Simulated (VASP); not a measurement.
CsRe:

```
Cs Re
1.0
     0.00000    3.12613    3.12613
     3.12613    0.00000    3.12613
     3.12613    3.12613    0.00000
Cs Re
1 1
Cartesian
  1.5631 1.5631 1.5631
  0.0000 0.0000 0.0000
```

The cell was built by a generator and needn't be a form met in nature.

| Quantity | Value |
| --- | --- |
| Program | VASP 6.6.1 |
| Task | single point |
| Functional | PBE |
| Potentials or basis | VASP PAW PBE potentials, release 64 (Cs_sv, Re) |
| Cutoff | 520 eV |
| k mesh | 7 × 7 × 7 |
| Occupations | fermi-dirac, width 0.05 eV |
| Spin | no spin polarisation |

On this cell: pressure 2.9 GPa; largest force zero by symmetry; band gap on the k mesh none (metal or under the smearing width).

The same run follows on a disturbed copy (atoms moved at random, drawn with an rms of 0.05 Å):

```
Cs Re
1.0
     0.00000    3.12613    3.12613
     3.12613    0.00000    3.12613
     3.12613    3.12613    0.00000
Cs Re
1 1
Direct
  0.25321 0.23636 0.25678
  0.00241 0.00605 0.99485
```

What changes?

The energy (extrapolated to zero smearing) moves by -3.9 meV/atom; pressure 2.9 GPa; largest force 0.119 eV/Å; band gap on the k mesh none (metal or under the smearing width).

Forces in eV/Å, atoms in the order of the input:
```
Cs  -0.064  0.065 -0.078
Re   0.064 -0.065  0.078
```

Stress tensor (GPa, compression positive):
```
 2.92  0.93 -0.62
 0.93  2.91  0.32
-0.62  0.32  2.86
```

The energy falls, though the first cell shows no forces: that form is unstable against this distortion, unless noise or another electronic state is at work.
